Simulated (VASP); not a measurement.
```
WO3
1.0
    2.70076    -2.71062     0.00000
    2.70076     2.71062     0.00000
    0.00000     0.00000     7.48065
W O
2 6
Direct
  0.55042   0.44958   0.75000
  0.44958   0.55042   0.25000
  0.50000   0.50000   0.50000
  0.50000   0.50000   0.00000
  0.48366   0.01851   0.25000
  0.51634   0.98149   0.75000
  0.01851   0.48366   0.75000
  0.98149   0.51634   0.25000
```

The numbers are results of LDA (Ceperley-Alder, Perdew-Zunger), VASP's LDA PAW potentials (set 64) (plane waves; VASP), not measurements. Settings: 520 eV cut-off, 7×7×4 Γ-centred mesh, tetrahedra with Blöchl corrections, potentials W_sv O.

### Question
What does the run give for the energy per atom (σ→0)?

### Answer

```
Property                       Result
---------------------  --------------
energy per atom (σ→0)  -9.946 eV/atom
```

Total energies compare only between runs with the same potentials, cut-off and functional.

The structure comes from a computed database's WO3 entry (Cmcm); how it stands against other phases isn't given here. It was relaxed first, which changed the volume by -5 %.
